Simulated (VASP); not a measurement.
Calculation: PBE GGA, VASP's PBE PAW potentials (set 64) (plane waves; VASP).

A VASP calculation is set up with these files.

KPOINTS:
```
Automatic mesh
0
Gamma
7 7 11
0 0 0
```

**INCAR**
```
ALGO = Normal
EDIFF = 1E-7
EDIFFG = -0.01
ENCUT = 520
GGA = PE
IBRION = 2
ISIF = 4
ISMEAR = 1
ISPIN = 2
LASPH = .TRUE.
LCHARG = .FALSE.
LMAXMIX = 4
LORBIT = 10
LREAL = .FALSE.
LWAVE = .FALSE.
MAGMOM = 2.5 -2.5 -0.0 0.0 0.0 -0.0
NELM = 100
NSW = 30
PREC = Accurate
SIGMA = 0.1
SYSTEM = MnO2
```

**POSCAR**
```
MnO2
1
    4.5180362052     0.0000000000     0.0000000000
    0.0000000000     4.5180362052     0.0000000000
    0.0000000000     0.0000000000     2.9313450726
Mn O
2 4
Direct
  0.0000000000   0.0000000000   0.0000000000
  0.5000000000   0.5000000000   0.5000000000
  0.3042553648   0.3042553648   0.0000000000
  0.8042553648   0.1957446352   0.5000000000
  0.1957446352   0.8042553648   0.5000000000
  0.6957446352   0.6957446352   1.0000000000
```

POTCAR, in this order: Mn_pv O (PBE.64 set). Program: vasp_std.

Problem. What will the output report for the number of irreducible k-points (NKPTS), largest plane-wave count, number of space-group operations, FFT grid (NGX, NGY, NGZ)?

Solution. 
| Quantity | Value |
|---|---|
| number of irreducible k-points (NKPTS) | 60 |
| largest plane-wave count | 1630 |
| number of space-group operations | 16 |
| FFT grid (NGX, NGY, NGZ) | 36 × 36 × 24 |

The compound is MnO2 in the rutile structure. This cell is one point of a volume scan, at 1.06 of the reference volume. Symmetry was kept, so distortions that lower it aren't found.
